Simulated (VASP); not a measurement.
Input for VASP

File POSCAR:
```
Li2O
1
    0.0000000000     2.3638955656     2.3638955656
    2.3638955656     0.0000000000     2.3638955656
    2.3638955656     2.3638955656     0.0000000000
Li O
2 1
Direct
  0.2500000000   0.2500000000   0.2500000000
  0.7500000000   0.7500000000   0.7500000000
  0.0000000000   0.0000000000   0.0000000000
```

### KPOINTS
```
Automatic mesh
0
Gamma
8 8 8
```

### INCAR
```
# general
SYSTEM = Li2O
PREC   = Accurate
ENCUT  = 520
LREAL  = .False.
LASPH  = .True.

# electronic loop
EDIFF  = 1E-7
NELM   = 100
ALGO   = Normal

# smearing
ISMEAR = 0
SIGMA  = 0.05

# functional
GGA    = RE

# ions
ISIF   = 2

# output
LWAVE  = .False.
LCHARG = .False.
```

POTCAR, in this order: Li_sv O (PBE.64 set). Program: vasp_std.

Problem. Write an equivalent input for Quantum ESPRESSO's pw.x.

Solution. One equivalent input (not run):
```
&CONTROL
  calculation = 'scf'
  pseudo_dir = './pseudo'
  outdir = './out'
  tprnfor = .true.
  tstress = .true.
/
&SYSTEM
  ibrav = 0
  nat = 3
  ntyp = 2
  ecutwfc = 84
  occupations = 'smearing'
  smearing = 'gaussian'
  degauss = 0.003675
  input_dft = 'revpbe'
/
&ELECTRONS
  conv_thr = 7.3e-09
  electron_maxstep = 100
/
ATOMIC_SPECIES
  Li 6.940 Li.upf
  O 15.999 O.upf
CELL_PARAMETERS angstrom
     0.0000000    2.3638956    2.3638956
     2.3638956    0.0000000    2.3638956
     2.3638956    2.3638956    0.0000000
ATOMIC_POSITIONS crystal
  Li   0.2500000  0.2500000  0.2500000
  Li   0.7500000  0.7500000  0.7500000
  O    0.0000000  0.0000000  0.0000000
K_POINTS automatic
  8 8 8 0 0 0
```
What does not carry over: the potentials are each code's own (VASP's PAW set, PseudoDojo norm-conserving files in pw.x), so ENCUT and ecutwfc are chosen apart and not converted; conv_thr bounds pw.x's estimated SCF error, while EDIFF bounds the energy change between steps.

The compound is Li2O in the antifluorite structure. This cell is one point of a volume scan, at 1.03 of the reference volume.
